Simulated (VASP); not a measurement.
```
Li2O
1.0
    0.00000     2.29114     2.29114
    2.29114     0.00000     2.29114
    2.29114     2.29114     0.00000
Li O
2 1
Direct
  0.25000   0.25000   0.25000
  0.73363   0.76637   0.76637
  0.00000   0.00000   0.00000
```

Method: r2SCAN meta-GGA, VASP's PBE PAW potentials (set 64) (plane waves; VASP). Run with 600 eV cut-off, 8×8×8 Γ-centred mesh, Gaussian smearing of 0.050 eV, potentials Li_sv O.

Which forces act on the atoms, in eV/Å?

```tsv
atom	Fx	Fy	Fz
Li1	0.193	0.000	0.000
Li2	-0.427	0.000	0.000
O3	0.235	0.000	0.000
```

Give the stress tensor in GPa (positive for a compressed cell).

```
-0.46   0.00   0.00
 0.00  -0.62   0.35
 0.00   0.35  -0.62
```
The pressure is its mean diagonal, -0.57 GPa.

The compound is Li2O in the antifluorite structure. This cell was strained or had an atom moved on purpose.
